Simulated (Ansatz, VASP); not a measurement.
**Zr2CO2 (Zr2CO2 MXene monolayer) in two plane-wave programs**

Wanted: the spread between two codes on one cell, functional and k mesh. The cell is taken from a series of runs on this material, whose earlier steps may have relaxed, scaled, displaced or heated it; both programs get it as it stands.

Method: plane waves, with VASP 6.6.1 beside it; single point at PBE with D3(BJ), in Ansatz 0.2.0.

## (1) Set-up

The cell holds 5 atoms: 2 O, 2 Zr and 1 C. Cell: a = 3.291 Å, b = 3.291 Å, c = 22.638 Å, α = 90.0°, β = 90.0°, γ = 120.0°. Vacuum lies along c.

Coordinates:

```cif
data_structure
_symmetry_space_group_name_H-M 'P 1'
_symmetry_Int_Tables_number 1
_cell_length_a 3.2910
_cell_length_b 3.2910
_cell_length_c 22.6380
_cell_angle_alpha 90.000
_cell_angle_beta 90.000
_cell_angle_gamma 120.000
_cell_volume 212.33
loop_
_atom_site_label
_atom_site_type_symbol
_atom_site_fract_x
_atom_site_fract_y
_atom_site_fract_z
_atom_site_occupancy
O1 O 0.33333 0.66667 0.39756 1
O2 O 0.66667 0.33333 0.60244 1
Zr3 Zr 0.66667 0.33333 0.43840 1
Zr4 Zr 0.33333 0.66667 0.56160 1
C5 C 0.00000 0.00000 0.50000 1
```

## (2) Ansatz: single point, PBE with D3(BJ)

Ansatz runs on its default PAW (the set named soft_2) files.

A single point gives forces, pressure and levels at one fixed geometry, so differences don't come from the geometry; what else differs is listed under the comparison.

Contents of input.yaml:

```yaml
crystal:
  lattice:
    - [3.2909635229, 0.0, 0.0]
    - [-1.6454817614, 2.8500580137, 0.0]
    - [0.0, 0.0, 22.6379547632]
  atoms:
    - { symbol: O, position: [0.3333333333, 0.6666666667, 0.3975624165] }
    - { symbol: Zr, position: [0.6666666667, 0.3333333333, 0.4384030474] }
    - { symbol: C, position: [0.0, 0.0, 0.5] }
    - { symbol: Zr, position: [0.3333333333, 0.6666666667, 0.5615969526] }
    - { symbol: O, position: [0.6666666667, 0.3333333333, 0.6024375835] }
kpoints:
  mp_grid: { grid: [18, 18, 1] }
  band_path:
    path: [[0, 0, 0], [0.5, 0, 0], [0.33333333, 0.33333333, 0], [0, 0, 0]]
    npoints: 16
hamiltonian:
  xc: pbe
  dispersion: d3bj
scf:
  occupations: { method: fermi_dirac, width: 0.02585 }
  convergence: { dr2_threshold: 1.0e-10 }
efield:
  axis: 3
  dipole_correction: true
  ramp_position: 0.97
  ramp_width: 0.06
  amplitude: 0
output:
  dos: { projected: true, e_range: [-6, 5] }
  write_potential: true
  write_density: true
  volumetric_format: npy
  elf: true
```

Launch:

```sh
ansatz run input.yaml --threads 2 --pin off --max-ram 3072MiB --backend cpu --events-out ev --progress --plain --runs-dir out
```

Numbers of over 12 decimals in the logs are rounded to 6 here.

Log:

```text
Engine: ansatz 0.2.0, x86_64-unknown-linux-gnu
Pseudopotentials: kind: paw
Pseudopotential: O, paw, valence charge 6, recommended cutoff 420 eV (normal), O.paw.azcp
Pseudopotential: Zr, paw, valence charge 12, recommended cutoff 420 eV (normal), Zr.paw.azcp
Pseudopotential: C, paw, valence charge 4, recommended cutoff 420 eV (normal), C.paw.azcp
Functional definition: PBE
  parameter kappa = 0.804
  parameter beta = 0.066725
  exchange = pbe_x(kappa = kappa, mu = beta*pi^2/3)
  correlation = pbe_c(beta = beta)
Crystal: 5 atoms, lattice volume = 212.331 Å³
Basis set: ecut = 420 eV, 4227 PW (Γ)
Bands: 25, of which v1, the nominal top of the filled ones, is band 20 counted from 1 (19 counted from 0)
Symmetry: 6 space group operations
k-points: 37 of 324 (time reversal used)
Non-local potential: O, projectors of the file, l = 0: 2, l = 1: 2, l = 2: 1
Non-local potential: Zr, projectors of the file, l = 0: 3, l = 1: 2, l = 2: 2, l = 3: 2
Non-local potential: C, projectors of the file, l = 0: 2, l = 1: 2, l = 2: 1
PAW form: soft (Blöchl's): semilocal exchange-correlation on the pseudo side does not see the compensation charge
PAW one-centre angular grid: O, 110 points (default); XC on 64 Gauss nodes
PAW one-centre angular grid: Zr, 590 points (default); XC on 64 Gauss nodes
PAW one-centre angular grid: C, 110 points (default); XC on 64 Gauss nodes
Initial density: superposition of atomic densities (neutral atoms: chi_scale 0, normalization atom), corrected by the library's trained network
Initial wavefunctions: pseudopotential atomic-orbital guess
Functional: x = pbe(κ = 0.804, μ = 0.219515), c = pbe(β = 0.066725)
SCF iter   1: F=—  HF=-9760.699337 eV  |F-HF|=—  |Δ(HF+E_count)|=         —  Δρ=2.98e-3  dr2=2.87e-2  ethr=1.77e-3  p=0.000 e·Å  D=7.88e-14 V/Å  ΔV_dip=-0.00 eV  dr2_dipole=9.96e-9  V_vac-E_F(+/−)=4.94/4.94 eV  ⟨swp⟩=8.6  Hψ=4800  notcnv=0
efield: sawtooth ramp at fractional position 0.9700 (set: `efield.ramp_position`, or a place that a band, a saddle search or an elastic batch's reference lends), width 0.0600; the density the first Hamiltonian is built on has a dipole p = 0.000 e·Å; the dipole correction subtracts the counter field D = 7.88e-14 V/Å, which shifts the + side's vacuum level by -0.00 eV against the − side's; the planar-averaged density in the ramp window peaks in size at 3.0e-6 e/Å³
preconditioner: auto → none  [insulator: Δε(μ)=1.012 eV  Ē_g=9.541 eV  σ=0.026 eV  W_gap=1.00  n_scr=14 (ndim 8)  ℏωp=12.5 eV  f_vac=0.672  D(μ)=0.00/eV (n_scr^D=0)  ε∞_Penn≈2.7]
SCF iter   2: F=—  HF=-9760.704680 eV  |F-HF|=—  |Δ(HF+E_count)|=   5.34e-3  Δρ=3.57e-3  dr2=5.88e-2  ethr=7.17e-5  p=-0.000 e·Å  D=-6.52e-5 V/Å  ΔV_dip=0.00 eV  dr2_dipole=2.08e-7  V_vac-E_F(+/−)=4.72/4.72 eV  ⟨swp⟩=3.3  Hψ=1920  notcnv=0  defer=31
SCF iter   3: F=—  HF=-9760.695354 eV  |F-HF|=—  |Δ(HF+E_count)|=   9.33e-3  Δρ=1.04e-3  dr2=3.06e-3  ethr=7.17e-5  p=0.000 e·Å  D=6.54e-5 V/Å  ΔV_dip=-0.00 eV  dr2_dipole=3.47e-7  V_vac-E_F(+/−)=4.91/4.91 eV  ⟨swp⟩=3.1  Hψ=1554  notcnv=0  defer=31
SCF iter   4: F=—  HF=-9760.695631 eV  |F-HF|=—  |Δ(HF+E_count)|=   2.77e-4  Δρ=4.96e-4  dr2=5.51e-4  ethr=7.66e-6  p=-0.000 e·Å  D=-3.28e-4 V/Å  ΔV_dip=0.01 eV  dr2_dipole=7.10e-6  V_vac-E_F(+/−)=4.91/4.90 eV  ⟨swp⟩=2.0  Hψ=1601  notcnv=0  defer=31
SCF iter   5: F=—  HF=-9760.695777 eV  |F-HF|=—  |Δ(HF+E_count)|=   1.46e-4  Δρ=1.56e-4  dr2=1.33e-4  ethr=1.38e-6  p=0.001 e·Å  D=6.46e-4 V/Å  ΔV_dip=-0.01 eV  dr2_dipole=2.78e-5  V_vac-E_F(+/−)=4.90/4.91 eV  ⟨swp⟩=2.1  Hψ=1324  notcnv=0  defer=31
SCF iter   6: F=—  HF=-9760.695861 eV  |F-HF|=—  |Δ(HF+E_count)|=   8.40e-5  Δρ=1.44e-4  dr2=2.52e-4  ethr=3.33e-7  p=-0.001 e·Å  D=-9.54e-4 V/Å  ΔV_dip=0.02 eV  dr2_dipole=6.00e-5  V_vac-E_F(+/−)=4.92/4.90 eV  ⟨swp⟩=2.3  Hψ=1306  notcnv=0  defer=31
SCF iter   7: F=—  HF=-9760.695876 eV  |F-HF|=—  |Δ(HF+E_count)|=   1.55e-5  Δρ=3.57e-5  dr2=7.90e-6  ethr=3.33e-7  p=-0.000 e·Å  D=-1.59e-4 V/Å  ΔV_dip=0.00 eV  dr2_dipole=1.70e-6  V_vac-E_F(+/−)=4.92/4.91 eV  ⟨swp⟩=2.0  Hψ=1071  notcnv=0  defer=31
SCF iter   8: F=—  HF=-9760.695883 eV  |F-HF|=—  |Δ(HF+E_count)|=   6.74e-6  Δρ=1.20e-5  dr2=2.54e-7  ethr=1.98e-8  p=-0.000 e·Å  D=-1.24e-5 V/Å  ΔV_dip=0.00 eV  dr2_dipole=1.04e-8  V_vac-E_F(+/−)=4.92/4.92 eV  ⟨swp⟩=2.1  Hψ=1243  notcnv=0  defer=31
SCF iter   9: F=—  HF=-9760.695787 eV  |F-HF|=—  |Δ(HF+E_count)|=   9.58e-5  Δρ=7.16e-6  dr2=1.20e-7  ethr=6.34e-10  p=-0.000 e·Å  D=-6.06e-6 V/Å  ΔV_dip=0.00 eV  dr2_dipole=1.74e-10  V_vac-E_F(+/−)=4.92/4.92 eV  ⟨swp⟩=2.8  Hψ=1896  notcnv=0  defer=31
SCF iter  10: F=—  HF=-9760.695787 eV  |F-HF|=—  |Δ(HF+E_count)|=   1.56e-8  Δρ=2.23e-6  dr2=5.85e-9  ethr=3.01e-10  p=-0.000 e·Å  D=-2.16e-6 V/Å  ΔV_dip=0.00 eV  dr2_dipole=1.13e-11  V_vac-E_F(+/−)=4.92/4.92 eV  ⟨swp⟩=2.0  Hψ=1242  notcnv=0  defer=31
SCF iter  11: F=—  HF=-9760.695787 eV  |F-HF|=—  |Δ(HF+E_count)|=   1.15e-9  Δρ=8.03e-7  dr2=1.02e-9  ethr=1.46e-11  p=0.000 e·Å  D=5.37e-7 V/Å  ΔV_dip=-0.00 eV  dr2_dipole=4.01e-12  V_vac-E_F(+/−)=4.92/4.92 eV  ⟨swp⟩=2.1  Hψ=1661  notcnv=0  defer=31
SCF iter  12: F=—  HF=-9760.695787 eV  |F-HF|=—  |Δ(HF+E_count)|=  3.13e-10  Δρ=3.49e-7  dr2=5.07e-10  ethr=2.54e-12  p=0.000 e·Å  D=2.51e-7 V/Å  ΔV_dip=-0.00 eV  dr2_dipole=6.92e-13  V_vac-E_F(+/−)=4.92/4.92 eV  ⟨swp⟩=2.5  Hψ=1583  notcnv=0  defer=31
SCF iter  13: F=-9760.695787 eV  HF=-9760.695787 eV  |F-HF|=1.27e-11  |Δ(HF+E_count)|=  3.09e-11  Δρ=1.03e-7  dr2=1.13e-11  ethr=1.00e-12  p=0.000 e·Å  D=7.32e-8 V/Å  ΔV_dip=-0.00 eV  dr2_dipole=4.00e-15  V_vac-E_F(+/−)=4.92/4.92 eV  ⟨swp⟩=6.5  Hψ=2992  notcnv=0
SCF 1 converged in 13 iterations: F = -9760.695787 eV  dr2 = 1.13e-11
  greatest PAW one-centre occupation: 0.995 electrons in one spin orbital (limit 2), on the Zr atom at site 1 (counted from 0), in its partial waves of l = 0
NSCF: frozen V_eff on 49 k-points
efield: sawtooth ramp at fractional position 0.9700 (kept from the solve that this one continues, or follows in the run), width 0.0600; the density the first Hamiltonian is built on has a dipole p = 0.000 e·Å; the dipole correction subtracts the counter field D = 7.32e-8 V/Å, which shifts the + side's vacuum level by -0.00 eV against the − side's; the planar-averaged density in the ramp window peaks in size at 7.3e-7 e/Å³
WARN: The output density's exchange-correlation potential varies sharply where the density is thin. Do not read a vacuum level from v_tot or v_xc, or from such a field of the output density. On a cell that repeats whose density bears no net charge and no dipole along the vacuum's axis use v_es (v_loc + v_h of the components); under efield.dipole_correction with no amplitude use v_es + v_field, which holds any externa [...]
SCF converged after 13 iterations
Free energy (F): -9760.695787 eV
Harris-Foulkes:  -9760.695787 eV  (|F-HF|=1.27e-11)
Internal energy: -9760.695787 eV  (E = F + TS)
E sigma→0 (E₀):  -9760.695787 eV
Fermi energy:    0.488292 eV
Dipole field:    D = -0.000000 V/Å  (p = -0.000000 e·Å, saw-weighted, corrected)
Work function:   Φ+ = 4.9179 eV   Φ− = 4.9179 eV
Levels:          The Fermi level and band energies are counted from a zero that moves with the ramp; work functions are not
--- Per-component energies (eV) ---
  E_band       = -668.037438
  E_kinetic    = 1108.996897
  E_local      = -33403.367146  (includes V_loc(G=0)·N_el)
  E_nonlocal   = 275.556738
  E_hartree    = 16110.106575
  E_xc         = -522.611242
  E_vxc        = -634.397979  (∫ρ·V_xc dr)
  E_paw        = -6320.558745  (= ΣΔE_a)
  E_vpaw       = -235.043900  (= ΣTr[D̂ρ^β])
  E_aug_tail   = 0.004964  (compensation charges beyond the density's cutoff)
  E_efield     = 0.000000  (sawtooth field / dipole correction)
  E_vefield    = 0.000000  (∫n·V_field dr)
  E_ewald      = 12992.230269
  E_disp       = -1.054097  (pairwise vdW)
  E_smearing   = -0.000000  (= −TS)
  E_closure    = 0.000000  (closes the sum)
  Σ components = -9760.695787   (vs F -9760.695787, Δ=0.00e0)
--- Band table (eV; the first three rows and the last of 37) ---
  k-point 0: bands = [... 16 lower, -4.1353, -1.1636, 0.0269, 0.0269, 1.8934, 1.8934, 2.3156, 3.3152, ... 1 higher]
  k-point 1: bands = [... 16 lower, -4.0832, -1.1011, -0.2415, -0.1006, 1.9331, 2.0510, 2.3280, 3.3297, ... 1 higher]
  k-point 2: bands = [... 16 lower, -3.9467, -0.9909, -0.8128, -0.3767, 1.7831, 2.3983, 2.5588, 3.4030, ... 1 higher]
  k-point 36: bands = [... 16 lower, -3.6026, -2.2529, -2.2270, -2.2270, 2.2000, 3.1285, 3.1285, 3.9499, ... 1 higher]
```

## (3) VASP: single point, PBE with D3(BJ)

The same cell, functional, mesh and smearing now go to VASP, with its own data sets.

Lines of VASP's logs that name or quote its potential files are left out, and so is its time.

Contents of INCAR:

```
SYSTEM = Zr2CO2
PREC = Accurate
ENCUT = 520
EDIFF = 1E-06
NELM = 120
ISMEAR = -1
SIGMA = 0.02585
LREAL = .FALSE.
ALGO = Normal
GGA = PE
IVDW = 12
NBANDS = 26
LASPH = .TRUE.
LORBIT = 11
LWAVE = .FALSE.
LCHARG = .FALSE.
ISIF = 2
LDIPOL = .TRUE.
IDIPOL = 3
DIPOL = 0.5 0.5 0.5
LVHAR = .TRUE.
GGA_COMPAT = .FALSE.
EFERMI = MIDGAP
NELMDL = -8
KPAR = 2
```

Contents of POSCAR:

```
Zr2CO2
1.0
    3.2909635229      0.0000000000      0.0000000000
   -1.6454817614      2.8500580137      0.0000000000
    0.0000000000      0.0000000000     22.6379547632
O Zr C
2 2 1
Direct
    0.3333333333      0.6666666667      0.3975624165
    0.6666666667      0.3333333333      0.6024375835
    0.6666666667      0.3333333333      0.4384030474
    0.3333333333      0.6666666667      0.5615969526
    0.0000000000      0.0000000000      0.5000000000
```

Contents of KPOINTS:

```
Automatic mesh
0
Gamma
18 18 1
0 0 0
```

The projector-augmented-wave data sets are O, Zr_sv and C (PBE family, release 64).

Launch:

```sh
mpirun -np 2 vasp_std
```

Log:

```text
[banner, memory and clock lines left out]
running    2 mpi-ranks, on    1 nodes
 distrk:  each k-point on    1 cores,    2 groups
 distr:  one band on    1 cores,    1 groups

 POSCAR found type information on POSCAR O ZrC
 POSCAR found :  3 types and       5 ions
 LDA part: xc-table for (Slater+PW92), standard interpolation
 POSCAR, INCAR and KPOINTS ok, starting setup
 FFT: planning ... GRIDC
 FFT: planning ... GRID_SOFT
 FFT: planning ... GRID
 WAVECAR not read
 entering main loop
       N       E                     dE             d eps       ncg     rms          rms(c)
DAV:   1     0.411228363463E+03    0.41123E+03   -0.20078E+04  2172   0.131E+03
DAV:   2    -0.107635639663E+02   -0.42199E+03   -0.41437E+03  2482   0.366E+02
DAV:   3    -0.545722911592E+02   -0.43809E+02   -0.43558E+02  2840   0.110E+02
DAV:   4    -0.572330643362E+02   -0.26608E+01   -0.26569E+01  3114   0.245E+01
DAV:   5    -0.573679057155E+02   -0.13484E+00   -0.13483E+00  2904   0.363E+00
DAV:   6    -0.573696744129E+02   -0.17687E-02   -0.17686E-02  2822   0.551E-01
DAV:   7    -0.573697389988E+02   -0.64586E-04   -0.64585E-04  2928   0.800E-02
DAV:   8    -0.573697401822E+02   -0.11834E-05   -0.11834E-05  2742   0.136E-02    0.331E+01
DAV:   9    -0.475863848202E+02    0.97834E+01   -0.65293E+01  2124   0.427E+01    0.136E+01
DAV:  10    -0.474445079103E+02    0.14188E+00   -0.54616E+00  2360   0.138E+01    0.749E+00
DAV:  11    -0.473686693819E+02    0.75839E-01   -0.65070E-01  2584   0.516E+00    0.995E-01
DAV:  12    -0.473580260300E+02    0.10643E-01   -0.90169E-02  2608   0.190E+00    0.579E-01
DAV:  13    -0.473511412205E+02    0.68848E-02   -0.17112E-02  2456   0.965E-01    0.249E-01
DAV:  14    -0.473495988136E+02    0.15424E-02   -0.30565E-03  2778   0.319E-01    0.123E-01
[...]
DAV:  19    -0.473506693440E+02   -0.28961E-03   -0.16684E-05  2008   0.178E-02    0.625E-03
DAV:  20    -0.473507837400E+02   -0.11440E-03   -0.52233E-06  2022   0.970E-03    0.157E-03
DAV:  21    -0.473508322134E+02   -0.48473E-04   -0.25501E-06  1920   0.471E-03    0.821E-04
DAV:  22    -0.473508493521E+02   -0.17139E-04   -0.10748E-06  1794   0.335E-03    0.624E-04
DAV:  23    -0.473508527914E+02   -0.34393E-05   -0.20359E-07  1694   0.163E-03    0.337E-04
DAV:  24    -0.473508556375E+02   -0.28461E-05   -0.20009E-07  1642   0.121E-03    0.185E-04
DAV:  25    -0.473508566496E+02   -0.10122E-05   -0.63676E-08  1438   0.770E-04    0.150E-04
DAV:  26    -0.473508576406E+02   -0.99093E-06   -0.13870E-08  1060   0.452E-04
   1 F= -.48404833E+02 E0= -.48404833E+02  d E =-.235801E-09
```

OUTCAR, selected parts (step 3):

```text
ion  position               nearest neighbor table
   1  0.333  0.667  0.398-   3 2.11   3 2.11   3 2.11
   2  0.667  0.333  0.602-   4 2.11   4 2.11   4 2.11
   3  0.667  0.333  0.438-   1 2.11   1 2.11   1 2.11   5 2.36   5 2.36   5 2.36   4 3.37   4 3.37
                             4 3.37
   4  0.333  0.667  0.562-   2 2.11   2 2.11   2 2.11   5 2.36   5 2.36   5 2.36   3 3.37   3 3.37
                             3 3.37
   5  0.000  0.000  0.500-   3 2.36   4 2.36   4 2.36   3 2.36   3 2.36   4 2.36

  LATTYP: Found a hexagonal cell.
 ALAT       =     3.2909635229
 C/A-ratio  =     6.8788227538

 Subroutine GETGRP returns: Found 12 space group operations
 (whereof 12 operations were pure point group operations)

The static configuration has the point symmetry D_3d.

 Found     37 irreducible k-points:

   k-points           NKPTS =     37   k-points in BZ     NKDIM =     37   number of bands    NBANDS=     26

   dimension x,y,z NGX =    24 NGY =   24 NGZ =  168
   dimension x,y,z NGXF=    48 NGYF=   48 NGZF=  336

   ENCUT  =  520.0 eV  38.22 Ry    6.18 a.u.   6.12  6.12 42.09*2*pi/ulx,y,z

   NELECT =      40.0000    total number of electrons

 k-points in reciprocal lattice and weights: Automatic mesh
   0.00000000  0.00000000  0.00000000       0.003
   0.05555556  0.00000000  0.00000000       0.019
   0.11111111  0.00000000  0.00000000       0.019
   0.16666667  0.00000000  0.00000000       0.019
   0.22222222  0.00000000  0.00000000       0.019
   0.27777778 -0.00000000  0.00000000       0.019
   0.33333333 -0.00000000  0.00000000       0.019
   0.38888889  0.00000000  0.00000000       0.019
   0.44444444  0.00000000  0.00000000       0.019
[...]
0.33333333  0.27777778  0.00000000       0.037
   0.33333333  0.33333333  0.00000000       0.006

 dipolmoment           0.000000      0.000000     -0.000000 electrons x Angstroem

 average (electrostatic) potential at core
       1 -76.8086       2 -76.8086       3 -84.9757       4 -84.9757       5 -54.4291

 E-fermi :  -0.9299

 k-point     1 :       0.0000    0.0000    0.0000
  band No.  band energies     occupation
    ...
     16      -5.9821      2.00000
     17      -5.5462      2.00000
     18      -2.5842      2.00000
     19      -1.3904      2.00000
     20      -1.3904      2.00000
     21       0.4729      0.00000
     22       0.4729      0.00000
     23       0.8957      0.00000
     24       1.8965      0.00000
     25       1.8965      0.00000
    ...

 k-point     2 :       0.0556    0.0000    0.0000
  band No.  band energies     occupation
    ...
     16      -5.9595      2.00000
     17      -5.4943      2.00000
     18      -2.5213      2.00000
     19      -1.6590      2.00000
     20      -1.5181      2.00000
     21       0.5129      0.00000
     22       0.6308      0.00000
     23       0.9080      0.00000
     24       1.9110      0.00000
     25       1.9815      0.00000
    ...

 k-point     3 :       0.1111    0.0000    0.0000
  band No.  band energies     occupation
    ...
     16      -5.8965      2.00000
     17      -5.3584      2.00000
     18      -2.4104      2.00000
     19      -2.2308      2.00000
     20      -1.7946      2.00000
     21       0.3630      0.00000
     22       0.9787      0.00000
     23       1.1389      0.00000
     24       1.9844      0.00000
     25       2.1452      0.00000
    ...

 Edisp (eV)   -1.05398

  Total       0.16101     0.16101     0.03320     0.00000     0.00000     0.00000
  in kB       1.21490     1.21490     0.25053     0.00000     0.00000     0.00000
  external pressure =        0.89 kB  Pullay stress =        0.00 kB

  energy-cutoff  :      520.00
  volume of cell :      212.33
      direct lattice vectors                 reciprocal lattice vectors
     3.290963523  0.000000000  0.000000000     0.303862377  0.175435025  0.000000000
    -1.645481761  2.850058014  0.000000000     0.000000000  0.350870051  0.000000000
     0.000000000  0.000000000 22.637954763     0.000000000  0.000000000  0.044173602

 POSITION                                       TOTAL-FORCE (eV/Angst)
 -----------------------------------------------------------------------------------
     -0.00000      1.90004      9.00000         0.000000      0.000000     -0.025392
      1.64548      0.95002     13.63795        -0.000000      0.000000      0.025392
      1.64548      0.95002      9.92455         0.000000     -0.000000      0.004693
     -0.00000      1.90004     12.71341        -0.000000      0.000000     -0.004693
      0.00000      0.00000     11.31898        -0.000000      0.000000      0.000000
 -----------------------------------------------------------------------------------
    total drift:                                0.000000      0.000000     -0.000000

  FREE ENERGIE OF THE ION-ELECTRON SYSTEM (eV)
  ---------------------------------------------------
  free  energy   TOTEN  =       -48.4048330439 eV

  energy  without entropy=      -48.4048330437  energy(sigma->0) =      -48.40483304

 vacuum level on the upper side and lower side of the slab         4.001         4.001

 total charge
# of ion       s       p       d       tot
------------------------------------------
    1        1.572   3.472   0.000   5.044
    2        1.572   3.472   0.000   5.044
    3        2.179   6.057   1.508   9.744
    4        2.179   6.057   1.508   9.744
    5        0.872   1.523   0.000   2.395
--------------------------------------------------
tot          8.374  20.580   3.015  31.970

[... 3 further parts left out ...]
```

## (4) Side by side

Known differences besides the potentials themselves: the cutoff is 420 eV in Ansatz and 520 eV in VASP. Total energies have different zeros and are not compared.

The two programs side by side:

| quantity | Ansatz | VASP | difference |
| --- | --- | --- | --- |
| gap on the k mesh (eV) | 0.950 | 0.948 | +0.002 |

A gap on the mesh is an upper bound, since the band edges may lie between its points. With vacuum in the cell, a pressure given here is an average over mostly empty space and none of the material.

## (5) Summary of results

```yaml
difference_in_gap_on_the_k_mesh_single_point_pbe_with_d3_bj: 0.0019 eV
```

The difference in gap on the k mesh is 0.0019 eV (single point, PBE with D3(BJ)), within the 0.08 eV picked in this series as the mark of a large difference. How closely two codes agree says nothing of how well the functional describes the real material.

[Lines on the potential files, build, host, timing and source positions are cut from VASP's logs without a mark.]

[Logs are printed without paths, hosts, clocks, repeated set-up lines and the standing remarks that a program may print on its own settings, such as how far it seeks lower states.]

[Hosts, paths, dates, database ids (printed as entryN), source tags and the programs' standing remarks are cut or masked in the printed files.]
